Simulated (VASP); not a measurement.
Consider the following.

```
CdF2
1.0
    0.00000     2.61276     2.61276
    2.61276     0.00000     2.61276
    2.61276     2.61276     0.00000
Cd F
1 2
Direct
  0.00000   0.00000   0.00000
  0.25000   0.25000   0.25000
  0.75000   0.75000   0.75000
```

Level of theory: PBE GGA, VASP's PBE PAW potentials (set 64) (plane waves; VASP 6.6.1). Run with 620 eV cut-off, 7×7×7 Γ-centred mesh, Gaussian smearing of 0.050 eV, potentials Cd F.

Energy and stress use the plane-wave basis of the starting cell.

The ions, cell shape and volume at an external pressure of 30.0 GPa are relaxed. Which structure does the run end with?

```
CdF2
1.0
    0.00000     2.57087     2.57087
    2.57087     0.00000     2.57087
    2.57087     2.57087     0.00000
Cd F
1 2
Cartesian
  0.00000   0.00000   0.00000
  1.28544   1.28544   1.28544
  3.85631   3.85631   3.85631
```
Space group Fm-3m (225), at a tolerance of 0.03 Å.

How do energy and volume change from the first to the last step?

The energy (σ→0) changes by +86.7 meV/atom and the volume by -4.7 %, in 3 ionic steps.

The compound is CdF2 in the fluorite structure. This run relaxes it under an external pressure of 30 GPa. Symmetry was kept, so distortions that lower it aren't found.
